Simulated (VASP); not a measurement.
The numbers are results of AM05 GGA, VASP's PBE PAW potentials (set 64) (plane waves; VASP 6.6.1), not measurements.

VASP input:

### INCAR
```
SYSTEM = Tm
PREC = Accurate; ENCUT = 520; LREAL = .FALSE.
LASPH = .TRUE.
EDIFF = 1E-7; NELM = 100; ALGO = Normal
LMAXMIX = 6
ISMEAR = -5
GGA = AM
ISIF = 2
LWAVE = .FALSE.; LCHARG = .TRUE.; LORBIT = 11
NEDOS = 601
```

File KPOINTS:
```
K-points
0
Gamma
  13 13 8
```

POSCAR:
```
Tm
1
    1.7549711474    -3.0396992619     0.0000000000
    1.7549711474     3.0396992619     0.0000000000
    0.0000000000     0.0000000000     5.4241588842
Tm
2
Direct
  0.3333330000   0.6666670000   0.2500000000
  0.6666670000   0.3333330000   0.7500000000
```

POTCAR, in this order: Tm_3 (PBE.64 set). Program: vasp_std.

Output

### OSZICAR
```
       N       E                     dE             d eps       ncg     rms          rms(c)
DAV:   1     0.634879999911E+02    0.63488E+02   -0.84396E+03  2738   0.131E+03
DAV:   2    -0.487619100205E+01   -0.68364E+02   -0.67396E+02  2816   0.397E+02
DAV:   3    -0.923686042921E+01   -0.43607E+01   -0.41091E+01  4480   0.618E+01
DAV:   4    -0.937158003060E+01   -0.13472E+00   -0.12764E+00  4362   0.862E+00
DAV:   5    -0.937366254995E+01   -0.20825E-02   -0.20849E-02  3843   0.874E-01    0.247E+01
DAV:   6    -0.936305433229E+01    0.10608E-01   -0.34706E-02  4353   0.219E+00    0.146E+01
DAV:   7    -0.937240109028E+01   -0.93468E-02   -0.59661E-02  4140   0.279E+00    0.383E-01
DAV:   8    -0.937204156933E+01    0.35952E-03   -0.29143E-03  3545   0.497E-01    0.109E-01
DAV:   9    -0.937203341676E+01    0.81526E-05   -0.25470E-04  4490   0.173E-01    0.275E-02
DAV:  10    -0.937202970148E+01    0.37153E-05   -0.17679E-05  3751   0.375E-02    0.272E-02
DAV:  11    -0.937202955067E+01    0.15081E-06   -0.13461E-06  3556   0.130E-02    0.253E-03
DAV:  12    -0.937202963094E+01   -0.80263E-07   -0.12352E-07  2076   0.414E-03
   1 F= -.93720296E+01 E0= -.93720296E+01  d E =0.000000E+00
```

OUTCAR:
```
------------------------ aborting loop because EDIFF is reached ----------------------------------------
  FORCE on cell =-STRESS in cart. coord.  units (eV):
  Direction    XX          YY          ZZ          XY          YZ          ZX
  --------------------------------------------------------------------------------------
  Total        0.0265029      0.0265030      0.1035685      0.0000000      0.0000000      0.0000000
  in kB        0.7337393      0.7337394      2.8673127      0.0000000      0.0000000      0.0000000
  external PRESSURE =       1.4449305 kB  Pullay stress =       0.0000000 kB
  volume of cell :       57.87
      direct lattice vectors                 reciprocal lattice vectors
     1.754971147 -3.039699262  0.000000000     0.284904969 -0.164489957  0.000000000
     1.754971147  3.039699262  0.000000000     0.284904969  0.164489957  0.000000000
     0.000000000  0.000000000  5.424158884     0.000000000  0.000000000  0.184360381
 POSITION                                       TOTAL-FORCE (eV/Angst)
 -----------------------------------------------------------------------------------
      1.75497      1.01324      1.35604        -0.000000     -0.000000      0.000000
      1.75497     -1.01324      4.06812         0.000000      0.000000      0.000000
 -----------------------------------------------------------------------------------
    total drift:                                0.000000      0.000068     -0.000012
  FREE ENERGIE OF THE ION-ELECTRON SYSTEM (eV)
  ---------------------------------------------------
  free  energy   TOTEN  =        -9.3720296309 eV

  energy  without entropy=       -9.3720296309  energy(sigma->0) =       -9.37202963

 total charge

# of ion       s       p       d       tot
------------------------------------------
    1        0.560   6.597   1.103   8.261
    2        0.560   6.597   1.103   8.261
--------------------------------------------------
tot          1.121  13.195   2.206  16.521
```
(Selected blocks of OUTCAR.)

File OUTCAR:
```
 val. band max:        2.9482079420   @ k =   0.3846  -0.0000   0.0000

 cond. band min:       2.9713450034   @ k =   0.3077   0.0769   0.0000


 Fermi energy:         2.9696250739

 k-point     1 :       0.0000    0.0000    0.0000
  band No.  band energies     occupation
      1     -22.6601      2.00000
      2     -22.1100      2.00000
      3     -22.1100      2.00000
      4     -21.9968      2.00000
      5     -21.9968      2.00000
      6     -21.9444      2.00000
      7      -2.8059      2.00000
      8       0.6208      2.00000
      9       4.1100      0.00000
     10       5.0222      0.00000
     11       5.0222      0.00000
     12       5.5664      0.00000
     13       5.8119      0.00000

 k-point     2 :       0.0769    0.0000    0.0000
  band No.  band energies     occupation
      1     -22.6479      2.00000
      2     -22.1335      2.00000
      3     -22.1183      2.00000
      4     -22.0221      2.00000
      5     -21.9996      2.00000
      6     -21.9506      2.00000
      7      -2.6593      2.00000
      8       0.7648      2.00000
      9       3.9574      0.00000
     10       4.6466      0.00000
     11       5.1615      0.00000
     12       5.6199      0.00000
     13       5.8478      0.00000

 k-point     3 :       0.1538    0.0000    0.0000
  band No.  band energies     occupation
      1     -22.6126      2.00000
      2     -22.1991      2.00000
      3     -22.1408      2.00000
      4     -22.0906      2.00000
      5     -22.0080      2.00000
      6     -21.9694      2.00000
      7      -2.2352      2.00000
      8       1.1613      2.00000
      9       3.5621     -0.00851
     10       4.0349      0.00000
     11       5.1858      0.00000
     12       5.5741      0.00000
     13       5.6655      0.00000

 k-point     4 :       0.2308    0.0000    0.0000
  band No.  band energies     occupation
      1     -22.5582      2.00000
      2     -22.2919      2.00000
      3     -22.1834      2.00000
...
```

The 4f electrons are frozen in the core of the lanthanide potential, so 4f levels, which can set the real gap, and their magnetism are missing. For a metal the tetrahedron method with Blöchl corrections gives inexact stress and forces.

The compound is Tm in the hcp structure. It was relaxed first.
